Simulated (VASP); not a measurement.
A VASP calculation is set up with these files.

**INCAR**
```
SYSTEM = KF
PREC = Accurate
ENCUT = 520
EDIFF = 1E-6
NELM = 6
ALGO = Normal
LREAL = .FALSE.
LASPH = .TRUE.
ISMEAR = 0
SIGMA = 0.05
GGA = PE
LWAVE = .FALSE.
LCHARG = .FALSE.
ISIF = 2
```

POSCAR:
```
KF
1
    0.0000000000     2.6750000000     2.6750000000
    2.6750000000     0.0000000000     2.6750000000
    2.6750000000     2.6750000000     0.0000000000
K F
1 1
Direct
  0.0000000000   0.0000000000   0.0000000000
  0.5000000000   0.5000000000   0.5000000000
```

### KPOINTS
```
Automatic mesh
0
Gamma
7 7 7
0 0 0
```

POTCAR, in this order: K_sv F (PBE.64 set). Program: vasp_std.

The resulting files:

File standard output:
```
 POSCAR found type information on POSCAR K F
 POSCAR found :  2 types and       2 ions
 Reading from existing POTCAR
 Reading from existing POTCAR
 LDA part: xc-table for (Slater+PW92), standard interpolation
 POSCAR, INCAR and KPOINTS ok, starting setup
 WAVECAR not read
 entering main loop
       N       E                     dE             d eps       ncg     rms          rms(c)
DAV:   1     0.115172039099E+03    0.11517E+03   -0.83559E+03   480   0.128E+03
DAV:   2    -0.486911675769E+01   -0.12004E+03   -0.10947E+03   624   0.334E+02
DAV:   3    -0.942742319419E+01   -0.45583E+01   -0.45315E+01   600   0.602E+01
DAV:   4    -0.955418211540E+01   -0.12676E+00   -0.12669E+00   724   0.892E+00
DAV:   5    -0.955587216363E+01   -0.16900E-02   -0.16900E-02   612   0.108E+00    0.632E+00
DAV:   6    -0.831858842781E+01    0.12373E+01   -0.43872E+00   516   0.184E+01

 -----------------------------------------------------------------------------
|                                                                             |
|           W    W    AA    RRRRR   N    N  II  N    N   GGGG   !!!           |
|           W    W   A  A   R    R  NN   N  II  NN   N  G    G  !!!           |
|           W    W  A    A  R    R  N N  N  II  N N  N  G       !!!           |
|           W WW W  AAAAAA  RRRRR   N  N N  II  N  N N  G  GGG   !            |
|           WW  WW  A    A  R   R   N   NN  II  N   NN  G    G                |
|           W    W  A    A  R    R  N    N  II  N    N   GGGG   !!!           |
|                                                                             |
|     The electronic self-consistency was not achieved in the given           |
|     number of steps (NELM). The forces and other quantities evaluated       |
|     might not be reliable so examine the results carefully. If you find     |
|     spurious results, we suggest increasing NELM, if you were close to      |
|     convergence or switching to a different ALGO or adjusting the           |
|     density mixing parameters otherwise.                                    |
|                                                                             |
 -----------------------------------------------------------------------------

   1 F= -.83185884E+01 E0= -.83185884E+01  d E =-.459363E-19
```

OUTCAR:
```
------------------------ aborting loop EDIFF was not reached (unconverged)  ----------------------------
  FORCE on cell =-STRESS in cart. coord.  units (eV):
  Direction    XX          YY          ZZ          XY          YZ          ZX
  --------------------------------------------------------------------------------------
  Total       -2.3122450     -2.3122450     -2.3122450      0.0000000     -0.0000000     -0.0000000
  in kB      -96.7705205    -96.7705205    -96.7705205      0.0000000     -0.0000000     -0.0000000
  external PRESSURE =     -96.7705205 kB  Pullay stress =       0.0000000 kB
  volume of cell :       38.28
      direct lattice vectors                 reciprocal lattice vectors
     0.000000000  2.675000000  2.675000000    -0.186915888  0.186915888  0.186915888
     2.675000000  0.000000000  2.675000000     0.186915888 -0.186915888  0.186915888
     2.675000000  2.675000000  0.000000000     0.186915888  0.186915888 -0.186915888
  FREE ENERGIE OF THE ION-ELECTRON SYSTEM (eV)
  ---------------------------------------------------
  free  energy   TOTEN  =        -8.3185884278 eV

  energy  without entropy=       -8.3185884278  energy(sigma->0) =       -8.31858843
```
(Selected blocks of OUTCAR.)

Question: Read input and log: which fault does this run have?
A. POTIM is too large for the ionic optimiser
B. NELM is too small, so the electronic loop ends before EDIFF is met
C. SIGMA is far too large
D. the lattice vectors carry noise near SYMPREC

Answer: B, NELM is too small, so the electronic loop ends before EDIFF is met. The run did not converge; its last values are not results. Against the sound run, the energy per atom (σ→0) drops by 0.014 eV/atom; the pressure falls by 10.99 GPa; the band gap falls by 0.09 eV.

To mend it, set NELM = 100.

The mended run (PBE GGA, plane waves, VASP's PBE PAW potentials (set 64)) converges, and its OSZICAR ends with
```
   1 F= -.82913862E+01 E0= -.82913862E+01  d E =-.452948E-19
```

The compound is KF in the rock salt structure. The cell was not relaxed at this level.
